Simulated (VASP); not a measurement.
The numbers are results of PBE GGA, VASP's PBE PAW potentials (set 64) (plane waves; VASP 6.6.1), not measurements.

VASP ran on this input.

**KPOINTS**
```
K-points
0
G
  2 2 1
0 0 0
```

POSCAR:
```
GaN
1
    1.5950000000    -2.7626210000     0.0000000000
    1.5950000000     2.7626210000     0.0000000000
    0.0000000000     0.0000000000     5.1900000000
Ga N
2 2
Direct
  0.6666670000   0.3333330000   0.5000000000
  0.3333330000   0.6666670000   0.0000000000
  0.6666670000   0.3333330000   0.8770000000
  0.3333330000   0.6666670000   0.3770000000
```

INCAR:
```
ALGO=Normal
EDIFF=1E-6
ENCUT=520
GGA=PE
ISIF=2
ISMEAR=0
LASPH=.TRUE.
LCHARG=.FALSE.
LMAXMIX=4
LREAL=.FALSE.
LWAVE=.FALSE.
NELM=100
PREC=Accurate
SIGMA=0.05
SYSTEM=GaN
```

POTCAR, in this order: Ga_d N (PBE.64 set). Program: vasp_std.

The resulting files:

File OUTCAR:
```
 ion  position               nearest neighbor table
   1  0.667  0.333  0.500-   4 1.95   4 1.95   4 1.95   3 1.96
   2  0.333  0.667  0.000-   3 1.95   3 1.95   3 1.95   4 1.96
   3  0.667  0.333  0.877-   2 1.95   2 1.95   2 1.95   1 1.96
   4  0.333  0.667  0.377-   1 1.95   1 1.95   1 1.95   2 1.96
  LATTYP: Found a hexagonal cell.
 ALAT       =     3.1899999670
 C/A-ratio  =     1.6269592645
 Subroutine PRICEL returns:
 Original cell was already a primitive cell.
 Subroutine GETGRP returns: Found 12 space group operations
The static configuration has the point symmetry C_3v.
 The point group associated with its full space group is C_6v.
The dynamic configuration has the point symmetry C_3v.
 Subroutine INISYM returns: Found 12 space group operations
 Subroutine IBZKPT returns following result:
 Found      2 irreducible k-points:

 Following reciprocal coordinates:
            Coordinates               Weight
  0.000000  0.000000  0.000000      1.000000
  0.500000  0.000000  0.000000      3.000000
   k-points           NKPTS =      2   k-points in BZ     NKDIM =      2   number of bands    NBANDS=     22
   number of dos      NEDOS =    301   number of ions     NIONS =      4
   total plane-waves  NPLWV =  23040
   dimension x,y,z NGX =    24 NGY =   24 NGZ =   40
   dimension x,y,z NGXF=    48 NGYF=   48 NGZF=   80
   ions per type =               2   2
   PREC   = accura    normal or accurate (medium, high low for compatibility)
   ISTART =      0    job   : 0-new  1-cont  2-samecut
   ICHARG =      2    charge: 1-file 2-atom 10-const
   ISPIN  =      1    spin polarized calculation?
   LNONCOLLINEAR =      F non collinear calculations
   LSORBIT =      F    spin-orbit coupling
   INIWAV =      1    electr: 0-lowe 1-rand  2-diag
   ENCUT  =  520.0 eV  38.22 Ry    6.18 a.u.   5.93  5.93  9.65*2*pi/ulx,y,z
   NELM   =    100;   NELMIN=  2; NELMDL= -5     # of ELM steps
   EDIFF  = 0.1E-05   stopping-criterion for ELM
   LREAL  =      F    real-space projection
   NLSPLINE    = F    spline interpolate recip. space projectors
...
```

**OSZICAR**
```
       N       E                     dE             d eps       ncg     rms          rms(c)
DAV:   1     0.282251480535E+03    0.28225E+03   -0.19180E+04    88   0.317E+03
DAV:   2     0.576925584238E+01   -0.27648E+03   -0.26972E+03   100   0.520E+02
DAV:   3    -0.259477420549E+02   -0.31717E+02   -0.31558E+02    94   0.149E+02
DAV:   4    -0.276693679881E+02   -0.17216E+01   -0.17152E+01   128   0.353E+01
DAV:   5    -0.276854509991E+02   -0.16083E-01   -0.16081E-01    88   0.327E+00    0.115E+01
DAV:   6    -0.229539896170E+02    0.47315E+01   -0.18228E+01   148   0.606E+01    0.332E+00
DAV:   7    -0.231083164772E+02   -0.15433E+00   -0.21976E+00    88   0.113E+01    0.292E+00
DAV:   8    -0.231035115867E+02    0.48049E-02   -0.22693E-01   116   0.787E+00    0.633E-01
DAV:   9    -0.230908226525E+02    0.12689E-01   -0.79158E-02   154   0.492E+00    0.338E-01
DAV:  10    -0.230916344758E+02   -0.81182E-03   -0.56712E-03   106   0.645E-01    0.126E-01
DAV:  11    -0.230918176339E+02   -0.18316E-03   -0.80856E-04   124   0.467E-01    0.270E-02
DAV:  12    -0.230918354083E+02   -0.17774E-04   -0.79536E-05   106   0.813E-02    0.150E-02
DAV:  13    -0.230918378715E+02   -0.24632E-05   -0.10367E-05   140   0.350E-02    0.161E-03
DAV:  14    -0.230918382249E+02   -0.35343E-06   -0.25223E-06   106   0.131E-02
   1 F= -.23091838E+02 E0= -.23091838E+02  d E =-.225503E-17
```

File OUTCAR:
```
------------------------ aborting loop because EDIFF is reached ----------------------------------------
  FORCE on cell =-STRESS in cart. coord.  units (eV):
  Direction    XX          YY          ZZ          XY          YZ          ZX
  --------------------------------------------------------------------------------------
  Total        2.9996078      2.9996077     -2.6429364      0.0000000      0.0000000      0.0000000
  in kB      105.0741063    105.0741034    -92.5801656      0.0000000      0.0000000      0.0000000
  external PRESSURE =      39.1893480 kB  Pullay stress =       0.0000000 kB
  volume of cell :       45.74
      direct lattice vectors                 reciprocal lattice vectors
     1.595000000 -2.762621000  0.000000000     0.313479624 -0.180987548  0.000000000
     1.595000000  2.762621000  0.000000000     0.313479624  0.180987548  0.000000000
     0.000000000  0.000000000  5.190000000     0.000000000  0.000000000  0.192678227
  FREE ENERGIE OF THE ION-ELECTRON SYSTEM (eV)
  ---------------------------------------------------
  free  energy   TOTEN  =       -23.0918382249 eV

  energy  without entropy=      -23.0918382249  energy(sigma->0) =      -23.09183822
```
(Selected blocks of OUTCAR.)

The compound is GaN in the wurtzite structure. The cell was not relaxed at this level. The k-mesh is coarse (spacing up to 1.21 per Å, 2π included), so the numbers may not be converged in it. The run is one of a series of settings (KPOINTS 2×2×1 Γ-centred mesh against the base run), some of them coarse on purpose.
